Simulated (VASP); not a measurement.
OSZICAR of a VASP run on Sn (beta):

OSZICAR:
```
       N       E                     dE             d eps       ncg     rms          rms(c)
DAV:   1     0.201591136703E+03    0.20159E+03   -0.15075E+04  8802   0.239E+03
DAV:   2     0.102883465692E+02   -0.19130E+03   -0.18938E+03  8790   0.447E+02
DAV:   3    -0.707949518830E+01   -0.17368E+02   -0.17194E+02 10106   0.139E+02
DAV:   4    -0.760776015878E+01   -0.52826E+00   -0.52649E+00 10114   0.264E+01
DAV:   5    -0.762821127165E+01   -0.20451E-01   -0.20427E-01 11784   0.476E+00    0.221E+00
DAV:   6    -0.761434627340E+01    0.13865E-01   -0.34104E-02 11330   0.282E+00    0.123E+00
DAV:   7    -0.761156218121E+01    0.27841E-02   -0.21101E-02 11346   0.217E+00    0.162E-01
DAV:   8    -0.761152986619E+01    0.32315E-04   -0.19618E-03 10060   0.655E-01    0.355E-02
DAV:   9    -0.761152825221E+01    0.16140E-05   -0.58361E-05 11322   0.807E-02    0.139E-02
DAV:  10    -0.761152128353E+01    0.69687E-05   -0.77564E-06 10816   0.394E-02    0.181E-03
DAV:  11    -0.761152217253E+01   -0.88900E-06   -0.34249E-07  8300   0.819E-03    0.117E-03
DAV:  12    -0.761152198124E+01    0.19129E-06   -0.59130E-08  4726   0.292E-03    0.248E-04
DAV:  13    -0.761152197465E+01    0.65920E-08   -0.11564E-08  4632   0.159E-03
   1 F= -.76115220E+01 E0= -.76115220E+01  d E =0.000000E+00
```

Q: Which electronic solver shows in the log?

A: It is blocked Davidson (ALGO = Normal, or the opening steps of other solvers). The INCAR had ALGO = Normal.

Q: Can the final energy be trusted as converged?

A: The calculation finished and met its thresholds. It stopped with EDIFF = 1E-7, NELM = 100 (PBE GGA, plane waves, VASP's PBE PAW potentials (set 64)).

The compound is Sn in the beta structure. It was relaxed first.
